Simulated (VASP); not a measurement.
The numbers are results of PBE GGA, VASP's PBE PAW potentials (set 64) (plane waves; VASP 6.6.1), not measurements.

Input for VASP

POSCAR:
```
Hf16F
43.0779370
  0.1483312576   0.0000000000   0.0000000000
  0.0741656288   0.1284586355   0.0000000000
  0.0000000000   0.0000000000   0.4999999955
Hf F
16 1
Cart
  0.1482862613   0.0428454382   0.1652831815
  0.0742104768   0.0428454382   0.1652831815
  0.1854139979   0.1070488201   0.1648675311
  0.1112483691   0.1069969485   0.1652831815
  0.2224582671   0.1284363386   0.2191905825
  0.1483698770   0.1284363386   0.2191905825
  0.1854140721   0.0642739115   0.2191905825
  0.1112484432   0.0642293178   0.2193742221
  0.1489467137   0.0424641258   0.2815806248
  0.0735500245   0.0424641258   0.2815806248
  0.1854139979   0.1070488201   0.2805262974
  0.1112483691   0.1077595731   0.2815806248
  0.2214515457   0.1278551078   0.3361867337
  0.1493765984   0.1278551078   0.3361867337
  0.1854140721   0.0654363733   0.3361867337
  0.1112484432   0.0642293178   0.3342959642
  0.0370828886   0.0214098154   0.3642475784
```

KPOINTS:
```
Automatic mesh
0
Gamma
5 5 1
0 0 0
```

**INCAR**
```
ALGO=Normal   # blocked Davidson
PREC=Normal
SIGMA=0.1
LORBIT=11   # lm-projected
LMAXMIX=6
LASPH=.TRUE.
LCHARG=.FALSE.
GGA=PE   # PBE
NELMIN=4
DIPOL=0.5 0.5 0.5
ENCUT=400
LWAVE=.FALSE.
LREAL=.FALSE.
NELM=100
SYSTEM=Hf16F
LVHAR=.TRUE.
EDIFF=1E-6   # SCF stop (eV)
LDIPOL=.TRUE.
IDIPOL=3
ISMEAR=1   # Methfessel-Paxton
```

POTCAR, in this order: Hf F (PBE.64 set). Program: vasp_std. Read from the step before: WAVECAR.

Output

**OUTCAR**
```
 ion  position               nearest neighbor table
   1  0.833  0.334  0.331-   5 2.97   7 2.97   8 2.97   4 3.19   2 3.19   3 3.19   3 3.19   4 3.20
                             2 3.20
   2  0.334  0.334  0.331-   6 2.97   7 2.97   8 2.97   4 3.19   1 3.19   3 3.19   3 3.19   4 3.20
                             1 3.20
   3  0.833  0.833  0.330-   7 2.98   6 2.98   5 2.98   1 3.19   2 3.19   2 3.19   1 3.19   4 3.19
                             4 3.19
   4  0.334  0.833  0.331-   5 2.97   6 2.97   8 2.97   1 3.19   2 3.19   3 3.19   3 3.19   1 3.20
                             2 3.20
   5  1.000  1.000  0.438-   1 2.97   4 2.97   3 2.98   7 3.19   6 3.19   8 3.19   8 3.19   7 3.20
                             6 3.20  11 3.22   9 3.25  12 3.25
   6  0.500  1.000  0.438-   2 2.97   4 2.97   3 2.98   7 3.19   5 3.19   8 3.19   8 3.19   7 3.20
                             5 3.20  11 3.22  10 3.25  12 3.25
   7  1.000  0.500  0.438-   2 2.97   1 2.97   3 2.98   6 3.19   5 3.19   8 3.19   8 3.19   6 3.20
                             5 3.20  11 3.22  10 3.25   9 3.25
   8  0.500  0.500  0.439-   4 2.97   1 2.97   2 2.97   6 3.19   5 3.19   5 3.19   6 3.19   7 3.19
                             7 3.19  12 3.27   9 3.27  10 3.27
   9  0.839  0.331  0.563-  16 2.95  13 3.00  15 3.00  12 3.14  10 3.14  11 3.20  11 3.20  12 3.25
                            10 3.25   5 3.25   7 3.25   8 3.27
  10  0.331  0.331  0.563-  16 2.95  14 3.00  15 3.00  12 3.14   9 3.14  11 3.20  11 3.20  12 3.25
                             9 3.25   6 3.25   7 3.25   8 3.27
  11  0.833  0.833  0.561-  15 2.99  14 2.99  13 2.99  10 3.20   9 3.20  10 3.20   9 3.20  12 3.20
                            12 3.20   7 3.22   6 3.22   5 3.22
  12  0.331  0.839  0.563-  16 2.95  13 3.00  14 3.00   9 3.14  10 3.14  11 3.20  11 3.20   9 3.25
                            10 3.25   5 3.25   6 3.25   8 3.27
...
```

File OSZICAR:
```
       N       E                     dE             d eps       ncg     rms          rms(c)
DAV:   1    -0.159022388999E+03   -0.15902E+03   -0.32741E-02   832   0.392E-01    0.298E-01
DAV:   2    -0.159709031807E+03   -0.68664E+00   -0.32381E+00   836   0.396E+00    0.338E+00
DAV:   3    -0.159002224109E+03    0.70681E+00   -0.36083E+00   840   0.343E+00    0.157E-01
DAV:   4    -0.159014588083E+03   -0.12364E-01   -0.13363E-01   712   0.668E-01    0.780E-02
DAV:   5    -0.159015367399E+03   -0.77932E-03   -0.11861E-02   752   0.213E-01    0.476E-02
DAV:   6    -0.159015377432E+03   -0.10033E-04   -0.10883E-03   744   0.706E-02    0.366E-02
DAV:   7    -0.159015358253E+03    0.19179E-04   -0.15612E-04   808   0.275E-02    0.290E-02
DAV:   8    -0.159015327089E+03    0.31164E-04   -0.60770E-05   736   0.198E-02    0.175E-02
DAV:   9    -0.159015318920E+03    0.81698E-05   -0.26612E-05   712   0.130E-02    0.111E-02
DAV:  10    -0.159015319950E+03   -0.10308E-05   -0.30417E-06   448   0.426E-03    0.112E-02
DAV:  11    -0.159015319077E+03    0.87340E-06   -0.80294E-07   416   0.258E-03
   1 F= -.15901532E+03 E0= -.15902011E+03  d E =0.143600E-01
```

File OUTCAR:
```
------------------------ aborting loop because EDIFF is reached ----------------------------------------
  FORCE on cell =-STRESS in cart. coord.  units (eV):
  Direction    XX          YY          ZZ          XY          YZ          ZX
  --------------------------------------------------------------------------------------
  Total       -3.2149274     -3.2149273     -1.1064450     -0.0000000     -0.0000000      0.0000000
  in kB       -6.7631821     -6.7631819     -2.3276075     -0.0000000     -0.0000000      0.0000000
  external PRESSURE =      -5.2846572 kB  Pullay stress =       0.0000000 kB
  volume of cell :      761.61
      direct lattice vectors                 reciprocal lattice vectors
     6.389804572  0.000000000  0.000000000     0.156499309 -0.090354919  0.000000000
     3.194902286  5.533733008  0.000000000     0.000000000  0.180709839  0.000000000
     0.000000000  0.000000000 21.538968305     0.000000000  0.000000000  0.046427479
 POSITION                                       TOTAL-FORCE (eV/Angst)
 -----------------------------------------------------------------------------------
      6.38787      1.84569      7.12006        -0.005019      0.002898     -0.010825
      3.19683      1.84569      7.12006         0.005019      0.002898     -0.010825
      7.98725      4.61144      7.10215        -0.000000     -0.000000     -0.000512
      4.79235      4.60921      7.12006        -0.000000     -0.005796     -0.010825
      9.58304      5.53277      9.44228         0.004450      0.002569      0.010954
      6.39147      5.53277      9.44228        -0.004450      0.002569      0.010954
      7.98726      2.76879      9.44228        -0.000000     -0.005138      0.010954
      4.79235      2.76687      9.45019        -0.000000     -0.000000      0.011265
      6.41632      1.82927     12.12991        -0.019084      0.011018     -0.002434
      3.16838      1.82927     12.12991         0.019084      0.011018     -0.002434
      7.98725      4.61144     12.08449        -0.000000     -0.000000     -0.013104
      4.79235      4.64206     12.12991        -0.000000     -0.022036     -0.002434
      9.53968      5.50773     14.48223         0.006237      0.003601      0.014368
      6.43484      5.50773     14.48223        -0.006237      0.003601      0.014368
      7.98726      2.81886     14.48223        -0.000000     -0.007202      0.014368
      4.79235      2.76687     14.40078        -0.000000      0.000000     -0.029725
      1.59745      0.92229     15.69103        -0.000000      0.000000     -0.004113
 -----------------------------------------------------------------------------------
    total drift:                               -0.000433     -0.000251      0.011837
  FREE ENERGIE OF THE ION-ELECTRON SYSTEM (eV)
  ---------------------------------------------------
  free  energy   TOTEN  =      -159.0153190771 eV

  energy  without entropy=     -159.0296790795  energy(sigma->0) =     -159.02010574

 total charge

# of ion       s       p       d       tot
------------------------------------------
    1        0.656   0.379   1.956   2.990
    2        0.656   0.379   1.956   2.990
    3        0.655   0.374   1.952   2.981
    4        0.656   0.379   1.956   2.990
    5        0.626   0.498   2.014   3.138
    6        0.626   0.498   2.014   3.138
    7        0.626   0.498   2.014   3.138
    8        0.623   0.496   2.007   3.126
    9        0.620   0.502   2.006   3.127
   10        0.620   0.502   2.006   3.127
   11        0.623   0.503   2.008   3.134
   12        0.620   0.502   2.006   3.127
   13        0.625   0.429   1.969   3.023
   14        0.625   0.429   1.969   3.023
   15        0.625   0.429   1.969   3.023
   16        0.658   0.392   1.983   3.033
   17        1.777   4.368   0.000   6.145
--------------------------------------------------
tot         11.917  11.555  31.783  55.255
```
(Selected blocks of OUTCAR.)

File OUTCAR:
```
 val. band max:        0.3712499639   @ k =   0.4000   0.0000   0.0000

 cond. band min:       0.4606188312   @ k =   0.4000   0.0000   0.0000


 Fermi energy:         0.4144423420

 k-point     1 :       0.0000    0.0000    0.0000
  band No.  band energies     occupation
      1     -25.5511      2.00000
      2      -7.4750      2.00000
      3      -7.4743      2.00000
      4      -7.3162      2.00000
      5      -6.4246      2.00000
      6      -5.4011      2.00000
      7      -4.0282      2.00000
      8      -3.3516      2.00000
      9      -2.9793      2.00000
     10      -2.9793      2.00000
     11      -2.9720      2.00000
     12      -2.7334      2.00000
     13      -2.7334      2.00000
     14      -2.7090      2.00000
     15      -2.3716      2.00000
     16      -2.3658      2.00000
     17      -2.3658      2.00000
     18      -2.2593      2.00000
     19      -2.2592      2.00000
     20      -2.0799      2.00000
     21      -1.3144      2.00000
     22      -1.3144      2.00000
     23      -1.1335      2.00000
     24      -0.9326      2.00000
     25      -0.9326      2.00000
     26      -0.7801      2.00000
     27      -0.4300      2.00000
     28      -0.3755      2.00000
     29      -0.3755      2.00000
     30       0.0599      2.00001
     31       0.4838      0.08488
     32       0.5928     -0.03015
     33       0.5928     -0.03015
     34       0.7539     -0.00002
     35       0.9357     -0.00000
     36       1.0070     -0.00000
     37       1.0070     -0.00000
     38       1.3964     -0.00000
     39       1.4211     -0.00000
     40       1.4218     -0.00000
     41       1.4821     -0.00000
     42       1.4872     -0.00000
     43       1.4925     -0.00000
     44       1.4928     -0.00000

 k-point     2 :       0.2000    0.0000    0.0000
  band No.  band energies     occupation
      1     -25.5490      2.00000
      2      -7.5026      2.00000
      3      -7.4648      2.00000
      4      -7.2546      2.00000
...
```

At this cut-off the stress carries a Pulay error, which pulls relaxed volumes low. Unless said otherwise, spin-orbit coupling is left out, though it shifts the bands of the heavy elements here.

The cell is a thin slab with vacuum, built from Hf (hcp): (001) face, F adsorbed.
